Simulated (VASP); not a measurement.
Data:

```
CELL_PARAMETERS angstrom
      4.00304     0.00000     0.00000
      0.00000     4.00304     0.00000
      0.00000     0.00000     4.11539
ATOMIC_POSITIONS crystal
  Ba 0.00000 0.00000 0.00338
  Ti 0.50000 0.50000 0.52139
  O  0.50000 0.50000 0.97030
  O  0.00000 0.50000 0.48447
  O  0.50000 0.00000 0.48447
```

Level of theory: optB88-vdW, VASP's PBE PAW potentials (set 64) (plane waves; VASP). Settings: 520 eV cut-off, 6×6×6 Γ-centred mesh, tetrahedra with Blöchl corrections, potentials Ba_sv Ti_sv O.

The cores are frozen, which limits the accuracy of field gradients.

Give the principal components of the electric field gradient (V/Å²) and the asymmetry η at each nucleus.

```
atom    Vxx    Vyy   Vzz     η
----  -----  -----  ----  ----
Ba1     3.4    3.4  -6.7  0.00
Ti2    -6.3   -6.3  12.5  0.00
O3     -8.2   -8.2  16.3  0.00
O4    -15.6  -10.8  26.5  0.18
O5    -15.6  -10.8  26.5  0.18
```

The compound is BaTiO3 in the tetragonal perovskite structure. It was relaxed first.
